The vdW-DF2 row looks wrong. This functional contains a nonlocal correlation term meant to describe the van der Waals attraction between sheets such as those of MoS₂. Yet along c, the direction in which the sheets are stacked, it gives a stress of 7.80 GPa, the largest of the nine values in that direction, and a positive stress means that the cell wants to expand. PBE, which has no long-range attraction, gives only 0.93 GPa. At face value, a functional built to attract pushes the sheets apart hardest.

VASP 6.6.1, plane-wave PAW DFT without spin polarisation, spin–orbit coupling or an added dispersion correction, for bulk MoS₂ (P6₃/mmc, 6 atoms) at one fixed geometry with a = 3.161 Å and c = 13.770 Å. The cutoff is 520 eV, the k-point mesh 8 × 8 × 2 and the Fermi–Dirac smearing 0.05 eV. Pressure and stress are positive in compression.

| functional | potentials | pressure (GPa) | stress xx (GPa) | stress zz (GPa) |
| --- | --- | --- | --- | --- |
| LDA | VASP-PAW-LDA-potentials,-recommended | -4.690 | -4.560 | -4.930 |
| PBE | VASP-PAW-PBE-potentials,-recommended | 1.720 | 2.110 | 0.930 |
| PBEsol | VASP-PAW-PBE-potentials,-recommended | -2.370 | -2.330 | -2.460 |
| SCAN | VASP-PAW-PBE-potentials,-recommended | -0.270 | 0.530 | -1.880 |
| optB86b-vdW | VASP-PAW-PBE-potentials,-recommended | 0.220 | 0.520 | -0.370 |
| optB88-vdW | VASP-PAW-PBE-potentials,-recommended | 2.390 | 3.040 | 1.090 |
| rev-vdW-DF2 | VASP-PAW-PBE-potentials,-recommended | 0.290 | 0.620 | -0.370 |
| vdW-DF | VASP-PAW-PBE-potentials,-recommended | 6.460 | 7.430 | 4.530 |
| vdW-DF2 | VASP-PAW-PBE-potentials,-recommended | 10.780 | 12.270 | 7.800 |

The contradiction lies in reading the stress along c (stress zz) as a force between sheets. Suppose first that each S–Mo–S sheet were perfectly rigid: a strain along c would change only the gap, and the stress would come from the forces across it. Suppose instead that the sheets were too far apart to feel each other: the stress would then come only from sheets that want to be thicker or thinner. The computed stress is the response to a strain that stretches gap and sheet together, and so it adds the two parts. Because the bonds inside a sheet are stiff, a small error in their preferred length can hide the weak force across the gap.

The two parts can be separated with the forces on the sulfur atoms. When the cell is stretched slightly along c, each S atom moves away from its Mo plane in proportion to its height h above that plane. If F is the outward force on each of the four S atoms and V the cell volume, stretching the sheets contributes 4Fh/V to the stress; the Mo atoms carry no force. F also includes the pull of the neighbouring sheet on the S atom, so this part is not purely internal. What remains after subtracting it is the stress that rigid sheets would give. The bond length and the in-plane edge give h = √(2.404² − 3.161²/3) = 1.565 Å, and six atoms of 19.86 Å³ give V = 119.2 Å³.

For vdW-DF2 the calculation gives F = 1.109 eV/Å. The sheets then contribute 4 × 1.109 × 1.565 / 119.2 = 0.0582 eV/Å³, which is 9.33 GPa. Subtracting this from the stress along c leaves 7.80 − 9.33 = −1.53 GPa. The sheets do attract each other; the outward push comes mainly from inside them, because vdW-DF2 wants longer bonds than this geometry allows.

This separation has no adjustable constant, but it rests on one inference: that the vdW-DF2 force points away from Mo. The opposite choice of sign would give stresses between the sheets from about −8 GPa for LDA to +17 GPa for vdW-DF2, which is not credible for weakly bound sheets. With the outward choice, the force on sulfur also has the same sign as the in-plane stress in every row but SCAN, as expected when the Mo–S bond as a whole wants to be longer or shorter. No test of the plane-wave cutoff is available, and every row except LDA and PBE uses potentials made for a different functional, an inconsistency of unknown size. Remainders or differences of a few tenths of a GPa should therefore not be interpreted.

Treated in the same way, all five functionals with nonlocal correlation pull the sheets together, by 1.0 to 2.0 GPa. PBE leaves about +0.2 GPa, in effect no attraction. LDA pulls by 1.4 GPa although it contains no true dispersion: it overbinds where the electron clouds of neighbouring sheets overlap. That attraction dies away with the overlap, much faster than real dispersion, so it is a poor guide at wider gaps.

The stress within the plane (stress xx, equal to stress yy) depends strongly on exchange, and two comparisons show this directly. The functionals optB86b-vdW and vdW-DF share their correlation and differ in exchange; going from the first to the second raises the in-plane stress by 6.9 GPa. The same holds for rev-vdW-DF2 and vdW-DF2, where the rise is 11.6 GPa. In the first pair the functional with the larger in-plane stress also has the weaker pull between sheets, by about 1 GPa; in the second pair the pulls differ too little to interpret.

Theory supplies the reason. Exchange that depends on the density gradient lowers the energy of regions where the density is thin and changes quickly, and such regions grow when atoms move apart. The steeper this dependence over the moderate gradients found around the bonds, the longer the bonds are expected to be; at large gradients the order of two functionals can differ. LDA is the limit with no gradient dependence, and its in-plane stress is −4.56 GPa: the sheet wants to shrink. PBEsol, with a weaker gradient dependence than PBE, falls between LDA and PBE. Comparing LDA or PBEsol with PBE is not a pure test of exchange, because correlation changes as well and the LDA row also changes the potentials. The steepness of exchange is a guide mainly between functionals that share their correlation.

Which row is right depends on what the real crystal would do in this cell. The in-plane edge is close to the measured one, but c is about 1.5 Å longer than the measured value of roughly 12.3 Å. A good functional should therefore give little in-plane stress and a clear pull between the sheets. The first test also assumes that the fixed height of the sulfur atoms is right, which the table cannot confirm; because the bonds are stiff, even a small error there would be expected to shift the in-plane stress. Zero pressure is the wrong target, because pressure averages the three directions. SCAN shows the danger: its pressure is only −0.27 GPa, yet this combines +0.53 GPa in the plane with −1.88 GPa along c.

For the structure of the stacked crystal, optB86b-vdW and rev-vdW-DF2 are reasonable first choices. Both keep the in-plane stress near half a GPa and pull the sheets together by about 2 GPa; the difference between them is too small to rank. SCAN has a similar in-plane stress at this fixed geometry, but it pulls the sulfur atoms inward (0.12 eV/Å) where these two push them outward (0.19 eV/Å), so relaxing sulfur would be expected to raise its in-plane stress and lower theirs. Its pull between sheets is only 0.8 GPa. SCAN lacks the long-range part of dispersion, but vdW-DF, which has it, pulls hardly more, so a weak pull at this one gap does not by itself show missing dispersion. The table holds no measured stress for this stretched cell, so it cannot decide which strength of pull is correct.

For the in-plane dimensions alone, the steps can be weighed against stiffness. MoS₂ has an in-plane stiffness of a few hundred GPa, so a few GPa correspond to a strain of the order of one per cent. PBE, at 2.11 GPa, is adequate when an error of that order is acceptable, whereas vdW-DF2, at 12.27 GPa, would be expected to distort the sheet by a few per cent. These are orders of magnitude, not predicted lattice constants: letting the sulfur atoms move outward would relieve part of the in-plane push.

The gap between the sheets is far softer, and there an error of 1 GPa can matter more than several GPa in the plane. PBE is therefore a poor choice for stacking, however reasonable its sheet. The functionals vdW-DF and vdW-DF2 have the opposite fault: they strain the sheet, and although they attract across the gap, their pulls are the weakest of the five nonlocal functionals; both are known to tend towards too wide a spacing. Anyone who needs the interlayer spacing should let both the cell and the sulfur atoms relax. In a fixed cell, even the stress along c says little about the gap until the part from the sheets has been subtracted.

Cost gives little reason to accept the wrong physics. None of these functionals needs exact exchange, the ingredient that makes hybrid functionals expensive in plane waves. LDA, PBE and PBEsol need only the density and at most its gradient; SCAN adds the kinetic-energy density. The van der Waals functionals add an integral over pairs of points, which Fourier transforms reduce to a cost that grows little faster than the cell. The work on the orbitals grows more steeply, so in large cells this addition becomes a smaller share of the whole.
